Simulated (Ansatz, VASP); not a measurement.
# Ta4O in VASP and in Ansatz

The input INCAR:

```
ALGO = Normal
EDIFF = 1E-6
ENCUT = 520
GGA = PE
ISIF = 2
ISMEAR = 0
LASPH = True
LCHARG = False
LREAL = False
LWAVE = False
NBANDS = 33
NELM = 60
PREC = Accurate
SIGMA = 0.1
```

KPOINTS

```
k-points
0
Gamma
  4 4 1
```

File POSCAR:

```
Ta4O
1.0
    3.2574970000      0.0000000000      0.0000000000
    0.0000000000      3.2574970000      0.0000000000
    0.0000000000      0.0000000000      7.4093410000
Ta O
4 1
Direct
    0.0000000000      0.0000000000      0.5000000000
    0.5000000000      0.5000000000      0.7831580000
    0.5000000000      0.5000000000      0.2168420000
    0.0000000000      0.0000000000      0.0000000000
    0.5000000000      0.5000000000      0.5000000000
```

Input for Ansatz:

```yaml
crystal:
  lattice:
    - [3.257497, 0.0, 0.0]
    - [0.0, 3.257497, 0.0]
    - [0.0, 0.0, 7.409341]
  atoms:
    - { symbol: Ta, position: [0.0, 0.0, 0.5] }
    - { symbol: Ta, position: [0.5, 0.5, 0.783158] }
    - { symbol: Ta, position: [0.5, 0.5, 0.216842] }
    - { symbol: Ta, position: [0.0, 0.0, 0.0] }
    - { symbol: O, position: [0.5, 0.5, 0.5] }
basis:
  ecutwfc: 420
kpoints:
  mp_grid: { grid: [4, 4, 1] }
hamiltonian:
  xc: pbe
scf:
  occupations: { method: gaussian, width: 0.1 }
output:
  forces: true
  stress: true
  eigenvalues: true
```

Alike in both runs: task single point; functional PBE; k mesh 4 × 4 × 1; occupations gaussian, width 0.1 eV; no spin polarisation.

|  | VASP | Ansatz |
| --- | --- | --- |
| version | VASP 6.6.1 | Ansatz 0.2.0 |
| potentials or method | VASP PAW PBE potentials, release 64 (Ta_pv, O) | scalar-relativistic, plane waves, PAW |
| plane-wave cutoff (eV) | 520 | 420 |
| valence electrons in the cell | 50 | 58 |

Ansatz gave:

| Property | Result |
| --- | --- |
| gap on the k mesh at the Fermi level (eV) | none |
| pressure (GPa) | 0.8 |
| largest component of the traceless stress (GPa) | 5.93 |
| rms of the force components (eV/Å) | 0.172 |

Problem. Which values does VASP return?

Solution. gap on the k mesh at the Fermi level (eV): none; pressure (GPa): 1.1; largest component of the traceless stress (GPa): 6.08; rms of the force components (eV/Å): 0.158.

Atom by atom the forces differ by 0.014 eV/Å (rms over components). A gap of «none» marks a metal or a gap that the smearing closes. The two sets of potentials don't hold the same shells in valence.

Caveats: the k mesh is coarse (spacing up to 0.85 Å⁻¹), so the values aren't converged. The runs have no spin-orbit coupling, so splittings on Ta are missing.
